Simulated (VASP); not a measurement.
```
CELL_PARAMETERS angstrom
      1.25709    -2.17735     0.00000
      1.25709     2.17735     0.00000
      0.00000     0.00000     6.40883
ATOMIC_POSITIONS crystal
  B  0.33333 0.66667 0.25000
  B  0.66667 0.33333 0.75000
  N  0.66667 0.33333 0.25000
  N  0.33333 0.66667 0.75000
```

These are vdW-DF-cx, VASP's PBE PAW potentials (set 64) (plane waves; VASP) values and carry that method's errors. Numerical set-up: 520 eV cut-off, 11×11×4 Γ-centred mesh, tetrahedra with Blöchl corrections, potentials B N.

The cores are frozen, which limits the accuracy of field gradients.

Give the principal components of the electric field gradient (V/Å²) and the asymmetry η at each nucleus.

| atom | Vxx | Vyy | Vzz | η |
|---|---|---|---|---|
| B1 | -17.5 | -17.5 | 35.1 | 0.00 |
| B2 | -17.5 | -17.5 | 35.1 | 0.00 |
| N3 | -1.5 | -1.5 | 2.9 | 0.00 |
| N4 | -1.5 | -1.5 | 2.9 | 0.00 |

The compound is BN in the hex structure. It was relaxed first.
